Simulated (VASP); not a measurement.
## Driving VASP from ASE on BN

Do ASE scripts that read BN from different structure formats give one answer, and do several routes find one equilibrium volume? All runs use LDA. Left out of this account: 1 further run (fields: a reference on another mesh). The start is a cell from a database of measured crystal structures.

Program: VASP 6.6.1. Level of theory: LDA; plane waves and PAW (B, N). Results are calculated unless marked as measured.

The database entry behind the starting cell has ideal inner coordinates that were not refined, so it need not match the best structure at ambient conditions.

## Step 1: Set-up

The structure is hexagonal, space group P6_3mc (No. 186). The conventional cell has a = 2.536 Å, b = 2.536 Å, c = 4.199 Å, α = 90.00°, β = 90.00°, γ = 120.00°. Nearest to B lie 4 N at 1.56 to 1.57 Å. N has 4 B at 1.56 to 1.57 Å nearest. Farther neighbours and most contacts between anions are not listed.

## Step 2: Total energy, forces and stress (LDA, through ASE)

A single point through ASE, with the structure read from an extended xyz file.

Input file run.py:

```python
import numpy as np
from ase.calculators.vasp import Vasp
from ase.io import read
from ase.dft.bandgap import bandgap

atoms = read('BN.xyz')

calc = Vasp(
    xc='lda',
    pp='LDA',
    prec='Accurate',
    encut=520,
    ediff=1e-06,
    nelm=100,
    ismear=-1,
    sigma=0.05,
    lreal=False,
    algo='Normal',
    nbands=14,
    lorbit=11,
    lwave=False,
    lcharg=False,
    kpar=4,
    isif=2,
    pp_version='64',
    setups={'B': '', 'N': ''},
    kpts=(11, 11, 6),
    gamma=True,
    txt='vasp.out',
)
atoms.calc = calc

print("energy (eV):", round(atoms.get_potential_energy(), 6))
print("Fermi level (eV):", round(calc.get_fermi_level(), 4))
print("forces (eV/A):")
print(np.round(atoms.get_forces(), 4))
print("stress (GPa, Voigt, tension positive):", np.round(atoms.get_stress() * 160.21766, 3))
gap, p1, p2 = bandgap(calc, direct=False)
print("gap on the mesh (eV):", round(gap, 4))
```

Input file BN.xyz:

```xyz
4
Lattice="2.5360000000 0.0000000000 0.0000000000 -1.2680000000 2.1962404240 0.0000000000 0.0000000000 0.0000000000 4.1990000000" Properties=species:S:1:pos:R:3 pbc="T T T"
B      1.2680000001      0.7320801413      0.0000000000
B     -0.0000000001      1.4641602827      2.0995000000
N      1.2680000001      0.7320801413      1.5746250000
N     -0.0000000001      1.4641602827      3.6741250000
```

PAW data sets: B and N (LDA family, release 64).

On the command line:

```sh
$ export ASE_VASP_COMMAND="mpirun -np 4 vasp_std"
$ python run.py
```

Log:

```text
energy (eV): -38.750965
Fermi level (eV): 8.6224
forces (eV/A):
[[ 0.      0.      0.0504]
 [-0.     -0.      0.0504]
 [-0.     -0.     -0.0504]
 [ 0.      0.     -0.0504]]
stress (GPa, Voigt, tension positive): [ 4.971  4.971  5.792 -0.     0.    -0.   ]
gap on the mesh (eV): 5.1414
```

Run time: 5.4 s. Hardware: 4 MPI ranks of Intel Xeon Platinum 8259CL at 2.50GHz (Skylake/Cascade Lake), shared host; peak memory 0.5 GiB.

The logs omit lines about the potential files and the build; timing stands in the text.

ASE turned this into the INCAR:

```
ENCUT = 520.000000
SIGMA = 0.050000
EDIFF = 1.00e-06
ALGO = Normal
PREC = Accurate
ISIF = 2
ISMEAR = -1
KPAR = 4
LORBIT = 11
NBANDS = 14
NELM = 100
LCHARG = .FALSE.
LWAVE = .FALSE.
LREAL = .FALSE.
```

ASE turned this into the KPOINTS:

```
KPOINTS created by Atomic Simulation Environment
0
Gamma
11 11 6
0 0 0
```

VASP's own log, vasp.out:

```text
[banner, memory and clock lines left out]
running    4 mpi-ranks, on    1 nodes
 distrk:  each k-point on    1 cores,    4 groups
 distr:  one band on    1 cores,    1 groups

 POSCAR found type information on POSCAR B N
 POSCAR found :  2 types and       4 ions
 LDA part: xc-table for (Slater(with rela. corr.)+CA(PZ))
 , standard interpolation
 POSCAR, INCAR and KPOINTS ok, starting setup
 FFT: planning ... GRIDC
 FFT: planning ... GRID_SOFT
 FFT: planning ... GRID
 WAVECAR not read
 entering main loop
       N       E                     dE             d eps       ncg     rms          rms(c)
DAV:   1     0.377348157275E+02    0.37735E+02   -0.85768E+03  1800   0.111E+03
DAV:   2    -0.388006152839E+02   -0.76535E+02   -0.71051E+02  2528   0.234E+02
DAV:   3    -0.410559384101E+02   -0.22553E+01   -0.22468E+01  2494   0.378E+01
DAV:   4    -0.410644374152E+02   -0.84990E-02   -0.84973E-02  1882   0.263E+00
DAV:   5    -0.410645011054E+02   -0.63690E-04   -0.63688E-04  2434   0.194E-01    0.929E+00
DAV:   6    -0.390341407446E+02    0.20304E+01   -0.40078E+00  2206   0.161E+01    0.429E+00
DAV:   7    -0.388162435120E+02    0.21790E+00   -0.25182E-01  2068   0.413E+00    0.257E+00
DAV:   8    -0.387523122112E+02    0.63931E-01   -0.90072E-02  2014   0.235E+00    0.242E-01
DAV:   9    -0.387510082867E+02    0.13039E-02   -0.27402E-03  2296   0.490E-01    0.131E-01
DAV:  10    -0.387509683088E+02    0.39978E-04   -0.15398E-04  2128   0.115E-01    0.191E-02
DAV:  11    -0.387509653852E+02    0.29236E-05   -0.19860E-05  2218   0.371E-02    0.107E-02
DAV:  12    -0.387509653204E+02    0.64793E-07   -0.15192E-06  1434   0.116E-02
   1 F= -.38750965E+02 E0= -.38750965E+02  d E =-.329252E-10
```

From OUTCAR (step 2):

```text
ion  position               nearest neighbor table
   1  0.667  0.333  0.000-   4 1.56   4 1.56   4 1.56   3 1.57
   2  0.333  0.667  0.500-   3 1.56   3 1.56   3 1.56   4 1.57
   3  0.667  0.333  0.375-   2 1.56   2 1.56   2 1.56   1 1.57
   4  0.333  0.667  0.875-   1 1.56   1 1.56   1 1.56   2 1.57

  LATTYP: Found a hexagonal cell.
 ALAT       =     2.5360000000
 C/A-ratio  =     1.6557570978

 Subroutine GETGRP returns: Found 12 space group operations
 (whereof  6 operations were pure point group operations)

The static configuration has the point symmetry C_3v.
 The point group associated with its full space group is C_6v.

 Found     64 irreducible k-points:

   k-points           NKPTS =     64   k-points in BZ     NKDIM =     64   number of bands    NBANDS=     14

   dimension x,y,z NGX =    20 NGY =   20 NGZ =   32
   dimension x,y,z NGXF=    40 NGYF=   40 NGZF=   64

   ENCUT  =  520.0 eV  38.22 Ry    6.18 a.u.   4.72  4.72  7.81*2*pi/ulx,y,z

   NELECT =      16.0000    total number of electrons

 k-points in reciprocal lattice and weights: KPOINTS created by Atomic Simulation Env
   0.00000000  0.00000000  0.00000000       0.001
   0.09090909  0.00000000  0.00000000       0.008
   0.18181818 -0.00000000  0.00000000       0.008
   0.27272727  0.00000000  0.00000000       0.008
   0.36363636  0.00000000  0.00000000       0.008
   0.45454545  0.00000000  0.00000000       0.008
   0.09090909  0.09090909  0.00000000       0.008
   0.18181818  0.09090909  0.00000000       0.017
   0.27272727  0.09090909  0.00000000       0.017
[...]
0.27272727  0.27272727  0.50000000       0.008
   0.36363636  0.27272727  0.50000000       0.008

 average (electrostatic) potential at core
       1 -29.4355       2 -29.4355       3 -59.9853       4 -59.9853

 E-fermi :   8.6224

 k-point     1 :       0.0000    0.0000    0.0000
  band No.  band energies     occupation
    ...
      4       5.5265      2.00000
      5       5.5265      2.00000
      6       7.4151      2.00000
      7       7.6684      2.00000
      8       7.6684      2.00000
      9      15.9701      0.00000
     10      15.9701      0.00000
     11      16.1740      0.00000
     12      17.4253      0.00000
     13      18.6760      0.00000
    ...

 k-point     2 :       0.0909    0.0000    0.0000
  band No.  band energies     occupation
    ...
      4       4.7144      2.00000
      5       5.1873      2.00000
      6       7.0006      2.00000
      7       7.2353      2.00000
      8       7.4765      2.00000
      9      15.6977      0.00000
     10      16.3355      0.00000
     11      16.4685      0.00000
     12      17.9708      0.00000
     13      19.1862      0.00000
    ...

 k-point     3 :       0.1818   -0.0000    0.0000
  band No.  band energies     occupation
    ...
      4       2.8149      2.00000
      5       4.4228      2.00000
      6       5.3884      2.00000
      7       6.6942      2.00000
      8       6.9661      2.00000
      9      15.2562      0.00000
     10      16.8764      0.00000
     11      17.1592      0.00000
     12      18.7220      0.00000
     13      19.7469      0.00000
    ...

  Total       -0.7256802     -0.7256802     -0.8455146      0.0000000      0.0000000     -0.0000000
  in kB      -49.7142451    -49.7142451    -57.9237534      0.0000000      0.0000000     -0.0000000
  external PRESSURE =     -52.4507479 kB  Pullay stress =       0.0000000 kB

  energy-cutoff  :      520.00
  volume of cell :       23.39
      direct lattice vectors                 reciprocal lattice vectors
     2.536000000  0.000000000  0.000000000     0.394321767  0.227661778  0.000000000
    -1.268000000  2.196240424  0.000000000     0.000000000  0.455323556  0.000000000
     0.000000000  0.000000000  4.199000000     0.000000000  0.000000000  0.238151941

 POSITION                                       TOTAL-FORCE (eV/Angst)
 -----------------------------------------------------------------------------------
      1.26800      0.73208      0.00000         0.000000      0.000000      0.050364
     -0.00000      1.46416      2.09950        -0.000000     -0.000000      0.050364
      1.26800      0.73208      1.57462        -0.000000     -0.000000     -0.050364
     -0.00000      1.46416      3.67413         0.000000      0.000000     -0.050364
 -----------------------------------------------------------------------------------
    total drift:                                0.000000      0.000000     -0.000791

  FREE ENERGIE OF THE ION-ELECTRON SYSTEM (eV)
  ---------------------------------------------------
  free  energy   TOTEN  =       -38.7509653204 eV

  energy  without entropy=      -38.7509653204  energy(sigma->0) =      -38.75096532

 total charge
# of ion       s       p       d       tot
------------------------------------------
    1        0.676   1.385   0.000   2.061
    2        0.676   1.385   0.000   2.061
    3        1.203   2.745   0.000   3.948
    4        1.203   2.745   0.000   3.948
--------------------------------------------------
tot          3.757   8.261   0.000  12.018

[... 3 further parts left out ...]
```

The gap is read on the k-mesh alone, so it is an upper bound where the band edges lie off the mesh. At this level the cell is under a tension of 5.2 GPa, so at these settings it is away from equilibrium.

Numbers from this step:

```yaml
scf_cycles: 12
electrons: 16
bands: 14
irreducible_k_points: 64
symmetry_operations: 12
free_energy_toten: -38.75 eV
fermi_energy: 8.622 eV
pressure: -5.245 GPa
metallic: no
valence_top_at_k: 0, 0, 0
conduction_bottom_at_k: 0.3636, 0.2727, 0
least_direct_gap_at_k: 0.09091, 0, 0
gap_on_the_k_mesh: 5.141 eV
least_direct_gap_on_the_k_mesh: 8.221 eV
```

Force by atom:

```csv
atom,x (eV/Å),y (eV/Å),z (eV/Å),size
B1,0.0000,0.0000,0.0504,0.0504
B2,0.0000,0.0000,0.0504,0.0504
N3,0.0000,0.0000,-0.0504,0.0504
N4,0.0000,0.0000,-0.0504,0.0504
```

The pressure is -5.25 GPa and the largest force 0.050 eV/Å, so the cell is not at a minimum at these settings.

## Step 3: A single point (LDA, through ASE)

The single point through ASE, with the structure read from a CIF with its space group. The mesh changes to 12×12×6, so this is no clean test of the format.

run.py: that of step 2 with these lines changed.

```diff
@@ -5,3 +5,3 @@
 
-atoms = read('BN.xyz')
+atoms = read('BN.cif')
 
@@ -26,3 +26,3 @@
     setups={'B': '', 'N': ''},
-    kpts=(11, 11, 6),
+    kpts=(12, 12, 6),
     gamma=True,
```

Input file BN.cif:

```cif
data_BN
_cell_length_a 2.53600000
_cell_length_b 2.53600000
_cell_length_c 4.19900000
_cell_angle_alpha 90.00000000
_cell_angle_beta 90.00000000
_cell_angle_gamma 120.00000000
_space_group_name_H-M_alt 'P6_3mc'
_space_group_name_Hall 'P 6c -2c'
_space_group_IT_number 186
loop_
_space_group_symop_operation_xyz
'x,y,z'
'x-y,x,z+1/2'
'-y,x-y,z'
'-x,-y,z+1/2'
'-x+y,-x,z'
'y,-x+y,z+1/2'
'y,x,z+1/2'
'x,x-y,z'
'x-y,-y,z+1/2'
'-y,-x,z'
'-x,-x+y,z+1/2'
'-x+y,y,z'
loop_
_atom_site_label
_atom_site_type_symbol
_atom_site_symmetry_multiplicity
_atom_site_Wyckoff_symbol
_atom_site_fract_x
_atom_site_fract_y
_atom_site_fract_z
_atom_site_occupancy
B1 B 2 b 0.6666666667 0.3333333333 0.0000000000 1
N1 N 2 b 0.6666666667 0.3333333333 0.3750000000 1
```

Log:

```text
energy (eV): -38.750999
Fermi level (eV): 8.687
forces (eV/A):
[[-0.      0.      0.0504]
 [ 0.     -0.      0.0504]
 [-0.      0.     -0.0504]
 [ 0.      0.     -0.0504]]
stress (GPa, Voigt, tension positive): [ 4.971  4.971  5.792 -0.     0.    -0.   ]
gap on the mesh (eV): 4.9674
```

Elapsed: 6 s, on 4 MPI ranks; peak memory 0.5 GiB.

The INCAR that ASE wrote:

```
ENCUT = 520.000000
SIGMA = 0.050000
EDIFF = 1.00e-06
ALGO = Normal
PREC = Accurate
ISIF = 2
ISMEAR = -1
KPAR = 4
LORBIT = 11
NBANDS = 14
NELM = 100
LCHARG = .FALSE.
LWAVE = .FALSE.
LREAL = .FALSE.
```

The KPOINTS that ASE wrote:

```
KPOINTS created by Atomic Simulation Environment
0
Gamma
12 12 6
0 0 0
```

VASP's own log, vasp.out:

```text
[... set-up lines as in an earlier step ...]
 entering main loop
       N       E                     dE             d eps       ncg     rms          rms(c)
DAV:   1     0.361080766511E+02    0.36108E+02   -0.87203E+03  2128   0.111E+03
DAV:   2    -0.388595253367E+02   -0.74968E+02   -0.70500E+02  2860   0.232E+02
DAV:   3    -0.410559717537E+02   -0.21964E+01   -0.21894E+01  2962   0.375E+01
DAV:   4    -0.410644640130E+02   -0.84923E-02   -0.84917E-02  2236   0.264E+00
DAV:   5    -0.410645300780E+02   -0.66065E-04   -0.66061E-04  2860   0.191E-01    0.929E+00
DAV:   6    -0.390343711906E+02    0.20302E+01   -0.40109E+00  2608   0.161E+01    0.429E+00
DAV:   7    -0.388162927061E+02    0.21808E+00   -0.24943E-01  2452   0.413E+00    0.257E+00
DAV:   8    -0.387523344951E+02    0.63958E-01   -0.90006E-02  2434   0.235E+00    0.241E-01
DAV:   9    -0.387510424158E+02    0.12921E-02   -0.27039E-03  2692   0.487E-01    0.131E-01
DAV:  10    -0.387510022426E+02    0.40173E-04   -0.15285E-04  2572   0.115E-01    0.192E-02
DAV:  11    -0.387509992693E+02    0.29733E-05   -0.19915E-05  2656   0.371E-02    0.107E-02
DAV:  12    -0.387509992054E+02    0.63914E-07   -0.15283E-06  1704   0.117E-02
   1 F= -.38750999E+02 E0= -.38750999E+02  d E =-.853241E-11
```

Parts of OUTCAR (step 3):

```text
 Found     76 irreducible k-points:

   k-points           NKPTS =     76   k-points in BZ     NKDIM =     76   number of bands    NBANDS=     14

   NELECT =      16.0000    total number of electrons

 E-fermi :   8.6870

 k-point     2 :       0.0833   -0.0000    0.0000
  band No.  band energies     occupation
    ...
      4       4.8362      2.00000
      5       5.2378      2.00000
      6       7.1010      2.00000
      7       7.2645      2.00000
      8       7.5067      2.00000
      9      15.7301      0.00000
     10      16.2805      0.00000
     11      16.4348      0.00000
     12      17.8891      0.00000
     13      19.1367      0.00000
    ...

 k-point     3 :       0.1667   -0.0000    0.0000
  band No.  band energies     occupation
    ...
      4       3.1689      2.00000
      5       4.5617      2.00000
      6       5.6950      2.00000
      7       6.8096      2.00000
      8       7.0653      2.00000
      9      15.3328      0.00000
     10      16.8163      0.00000
     11      17.0147      0.00000
     12      18.6832      0.00000
     13      19.5961      0.00000
    ...

  Total       -0.7256589     -0.7256589     -0.8455084     -0.0000000      0.0000000     -0.0000000
  in kB      -49.7127840    -49.7127840    -57.9233298     -0.0000000      0.0000000     -0.0000000
  external PRESSURE =     -52.4496326 kB  Pullay stress =       0.0000000 kB

 POSITION                                       TOTAL-FORCE (eV/Angst)
 -----------------------------------------------------------------------------------
      1.26800      0.73208      0.00000        -0.000000      0.000000      0.050365
      0.00000      1.46416      2.09950         0.000000     -0.000000      0.050365
      1.26800      0.73208      1.57462        -0.000000      0.000000     -0.050365
      0.00000      1.46416      3.67413         0.000000      0.000000     -0.050365
 -----------------------------------------------------------------------------------
    total drift:                               -0.000000      0.000000     -0.000783

  FREE ENERGIE OF THE ION-ELECTRON SYSTEM (eV)
  ---------------------------------------------------
  free  energy   TOTEN  =       -38.7509992054 eV

  energy  without entropy=      -38.7509992054  energy(sigma->0) =      -38.75099921

[... 10 parts as in an earlier step ...]

[... 4 further parts left out ...]
```

Numbers from this step:

- irreducible k-points: 76
- Fermi energy: 8.687 eV
- conduction bottom at k: 0.3333, 0.3333, 0
- least direct gap at k: 0.08333, 0, 0
- gap on the k-mesh: 4.967 eV
- least direct gap on the k-mesh: 8.223 eV

Force by atom:

```csv
atom,x (eV/Å),y (eV/Å),z (eV/Å),size
B1,0.0000,0.0000,0.0504,0.0504
B2,0.0000,0.0000,0.0504,0.0504
N3,0.0000,0.0000,-0.0504,0.0504
N4,0.0000,0.0000,-0.0504,0.0504
```

The energy lies -0.01 meV an atom from the first script, on another mesh.

[end of part 1 of 3]

[Lines on the potential files, build, host, timing and source positions are cut from VASP's logs without a mark.]

[Logs are printed without paths, hosts, clocks, repeated set-up lines and the standing remarks that a program may print on its own settings, such as how far it seeks lower states.]

[Hosts, paths, dates, database ids (printed as entryN), source tags and the programs' standing remarks are cut or masked in the printed files.]

[A measured line is paired with the nearest computed mode of its activity, which favours agreement.]
